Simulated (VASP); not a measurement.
An input for Ansatz (written as the equivalent of a VASP run, and not itself run):

Ansatz 0.2 input:
```yaml
crystal:
  lattice:
    - [0.0000000, 2.9635284, 2.9635284]
    - [2.9635284, 0.0000000, 2.9635284]
    - [2.9635284, 2.9635284, 0.0000000]
  atoms:
    - { symbol: Cd, position: [0.0000000, 0.0000000, 0.0000000] }
    - { symbol: S, position: [0.2500000, 0.2500000, 0.2500000] }
kpoints:
  mp_grid: { grid: [7, 7, 7] }
hamiltonian:
  xc: pbe
  pseudopotentials: { kind: paw }
scf:
  occupations: { method: gaussian, width: 0.05 }
  max_iter: 100
relax:
  max_steps: 60
  f_tol: 0.01
  cell: {}
output: { forces: true, stress: true, eigenvalues: true }
```

Q: Translate this input to VASP (INCAR, KPOINTS, POSCAR, choice of POTCAR).

A: One answer among several that fit: 
INCAR:
```
# general
SYSTEM   =  CdS
PREC     =  Accurate
ENCUT    =  350
LREAL    =  F
LASPH    =  T   # aspherical one-centre terms

# electronic loop
EDIFF    =  1E-6   # SCF stop (eV)
NELM     =  100   # most electronic steps
ALGO     =  Normal   # blocked Davidson
LMAXMIX  =  4

# smearing
ISMEAR   =  0   # Gaussian
SIGMA    =  0.05   # width (eV)

# functional
GGA      =  PE   # PBE

# ions
IBRION   =  2
NSW      =  60
ISIF     =  3   # ions, shape and volume
EDIFFG   =  -0.01   # ionic stop

# output
LWAVE    =  F
LCHARG   =  F
```

KPOINTS:
```
kpoints
0
G
  7 7 7
0 0 0
```

File POSCAR:
```
CdS
1
   -0.0000000000     2.9635283690     2.9635283690
    2.9635283690     0.0000000000     2.9635283690
    2.9635283690     2.9635283690     0.0000000000
Cd S
1 1
Direct
  0.0000000000   0.0000000000   0.0000000000
  0.2500000000   0.2500000000   0.2500000000
```

POTCAR, in this order: Cd S (PBE.64 set). Program: vasp_std.

Limits of the translation: each code has its own PAW files, so the cut-off isn't converted (ENCUT is set for VASP's; basis.ecutwfc is left out, and Ansatz then takes the one that its files recommend); Ansatz stops its SCF on the density residual and VASP on the energy change (EDIFF).

The compound is CdS in the zinc blende structure, a metastable form; wurtzite is the usual one. This run relaxes it. Symmetry was kept, so distortions that lower it aren't found. The start is the result of an earlier pass.
